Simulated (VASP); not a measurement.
Calculation: PBEsol GGA, VASP's PBE PAW potentials (set 64) (plane waves; VASP 6.6.1).

VASP input:

INCAR:
```
SYSTEM = Bi2Se3
PREC = Accurate
ENCUT = 520
EDIFF = 1E-7
NELM = 100
ALGO = Normal
LREAL = .FALSE.
LASPH = .TRUE.
ISMEAR = -5
GGA = PS
LMAXMIX = 4
LWAVE = .FALSE.
LCHARG = .TRUE.
LORBIT = 11
NEDOS = 601
ISIF = 2
LEFG = .TRUE.
```

### POSCAR
```
Bi2Se3
1
    9.6008275496    -2.0648303594     0.0004598844
    9.6008275496     2.0648303594     0.0004598844
    9.1565787989     0.0000000000     3.5491521524
Bi Se
2 3
Direct
  0.4001815848   0.4001815848   0.4001815848
  0.5998184152   0.5998184152   0.5998184152
  0.0000000000   0.0000000000   0.0000000000
  0.2114476345   0.2114476345   0.2114476345
  0.7885523655   0.7885523655   0.7885523655
```

File KPOINTS:
```
Automatic
0
gamma
  7 7 7
```

POTCAR, in this order: Bi_d Se (PBE.64 set). Program: vasp_std.

Output of the run:

File OSZICAR:
```
       N       E                     dE             d eps       ncg     rms          rms(c)
DAV:   1     0.475064957835E+03    0.47506E+03   -0.23296E+04  2464   0.179E+03
DAV:   2     0.372550089486E+02   -0.43781E+03   -0.42745E+03  2580   0.448E+02
DAV:   3    -0.199208691016E+02   -0.57176E+02   -0.54315E+02  3220   0.166E+02
DAV:   4    -0.226486032084E+02   -0.27277E+01   -0.26914E+01  2800   0.356E+01
DAV:   5    -0.227740631924E+02   -0.12546E+00   -0.12521E+00  3564   0.780E+00    0.506E+00
DAV:   6    -0.220521070045E+02    0.72196E+00   -0.18299E+00  2960   0.825E+00    0.326E+00
DAV:   7    -0.220502412708E+02    0.18657E-02   -0.38885E-01  2788   0.284E+00    0.160E+00
DAV:   8    -0.220531732050E+02   -0.29319E-02   -0.64934E-02  3480   0.136E+00    0.497E-01
DAV:   9    -0.220514451817E+02    0.17280E-02   -0.10731E-02  3120   0.612E-01    0.141E-01
DAV:  10    -0.220515391257E+02   -0.93944E-04   -0.24542E-03  2764   0.261E-01    0.512E-02
DAV:  11    -0.220515824407E+02   -0.43315E-04   -0.44942E-04  3224   0.110E-01    0.345E-02
DAV:  12    -0.220515876571E+02   -0.52163E-05   -0.69005E-05  3108   0.540E-02    0.162E-02
DAV:  13    -0.220515868956E+02    0.76143E-06   -0.21011E-05  3076   0.377E-02    0.539E-03
DAV:  14    -0.220515865663E+02    0.32933E-06   -0.18787E-06  2944   0.860E-03    0.144E-03
DAV:  15    -0.220515865848E+02   -0.18549E-07   -0.62312E-07  2508   0.411E-03
   1 F= -.22051587E+02 E0= -.22051587E+02  d E =0.000000E+00
```

File OUTCAR:
```
------------------------ aborting loop because EDIFF is reached ----------------------------------------
  FORCE on cell =-STRESS in cart. coord.  units (eV):
  Direction    XX          YY          ZZ          XY          YZ          ZX
  --------------------------------------------------------------------------------------
  Total       -0.0036174      0.0285471      0.0280430     -0.0000000      0.0000000     -0.0040266
  in kB       -0.0411923      0.3250713      0.3193313     -0.0000000      0.0000000     -0.0458513
  external PRESSURE =       0.2010701 kB  Pullay stress =       0.0000000 kB
  volume of cell :      140.70
      direct lattice vectors                 reciprocal lattice vectors
     9.600827550 -2.064830359  0.000459884     0.052085281 -0.242150643 -0.134376594
     9.600827550  2.064830359  0.000459884     0.052085281  0.242150643 -0.134376594
     9.156578799  0.000000000  3.549152152    -0.000013498  0.000000000  0.281792257
 POSITION                                       TOTAL-FORCE (eV/Angst)
 -----------------------------------------------------------------------------------
     11.34844      0.00000      1.42067         0.026935      0.000000      0.003372
     17.00979      0.00000      2.12940        -0.026935      0.000000     -0.003372
      0.00000      0.00000      0.00000        -0.000000     -0.000000     -0.000000
      5.99628      0.00000      0.75065         0.002274      0.000000      0.000285
     22.36195      0.00000      2.79942        -0.002274      0.000000     -0.000285
 -----------------------------------------------------------------------------------
    total drift:                               -0.000000     -0.000000     -0.000000
  FREE ENERGIE OF THE ION-ELECTRON SYSTEM (eV)
  ---------------------------------------------------
  free  energy   TOTEN  =       -22.0515865848 eV

  energy  without entropy=      -22.0515865848  energy(sigma->0) =      -22.05158658

 total charge

# of ion       s       p       d       tot
------------------------------------------
    1        1.611   1.073   9.964  12.648
    2        1.611   1.073   9.964  12.648
    3        1.475   2.311   0.023   3.808
    4        1.493   2.248   0.023   3.764
    5        1.493   2.248   0.023   3.764
--------------------------------------------------
tot          7.682   8.954  19.996  36.631

 Electric field gradients after diagonalization (V/A^2)
 (convention: |V_zz| > |V_xx| > |V_yy|)
----------------------------------------------------------------------
 ion       V_xx      V_yy      V_zz     asymmetry (V_yy - V_xx)/ V_zz
----------------------------------------------------------------------
   1      -2.477    -2.477     4.954       0.000
   2      -2.477    -2.477     4.954       0.000
   3     -33.349   -33.349    66.698       0.000
   4       2.994     2.994    -5.989       0.000
   5       2.994     2.994    -5.989       0.000
```
(Selected blocks of OUTCAR.)

OUTCAR:
```
 val. band max:        4.9469309001   @ k =   0.0000   0.0000   0.0000

 cond. band min:       5.0596319937   @ k =   0.0000   0.0000   0.0000


 Fermi energy:         4.9785264782

 k-point     1 :       0.0000    0.0000    0.0000
  band No.  band energies     occupation
      1     -18.1141      2.00000
      2     -18.1141      2.00000
      3     -18.1120      2.00000
      4     -18.1120      2.00000
      5     -18.1033      2.00000
      6     -18.1005      2.00000
      7     -18.0921      2.00000
      8     -18.0921      2.00000
      9     -18.0888      2.00000
     10     -18.0888      2.00000
     11      -9.5979      2.00000
     12      -8.7987      2.00000
     13      -8.0007      2.00000
     14      -4.6685      2.00000
     15      -3.8654      2.00000
     16       2.6835      2.00000
     17       2.7664      2.00000
     18       3.0162      2.00000
     19       3.0162      2.00000
     20       3.0963      2.00000
     21       3.0963      2.00000
     22       3.7120      2.00000
     23       3.7120      2.00000
     24       4.9469      2.00000
     25       5.0596      0.00000
     26       6.2626      0.00000
     27       6.2626      0.00000
     28       7.0292      0.00000

 k-point     2 :       0.1429    0.0000   -0.0000
  band No.  band energies     occupation
      1     -18.1172      2.00000
      2     -18.1145      2.00000
      3     -18.1093      2.00000
      4     -18.1072      2.00000
      5     -18.1004      2.00000
      6     -18.0977      2.00000
      7     -18.0945      2.00000
      8     -18.0925      2.00000
      9     -18.0913      2.00000
     10     -18.0886      2.00000
     11      -9.4101      2.00000
     12      -8.6408      2.00000
     13      -7.8878      2.00000
     14      -4.7849      2.00000
     15      -4.0768      2.00000
     16       1.7128      2.00000
     17       1.8142      2.00000
     18       2.3915      2.00000
     19       2.4545      2.00000
     20       3.1187      2.00000
...
```

Without a dispersion term in the relaxation, distances and binding between the weakly bound layers, chains or molecules are unreliable, and so is what depends on them. Unless said otherwise, spin-orbit coupling is left out, though it shifts the bands of the heavy elements here.

The compound is Bi2Se3 in the tetradymite structure. It was relaxed first.
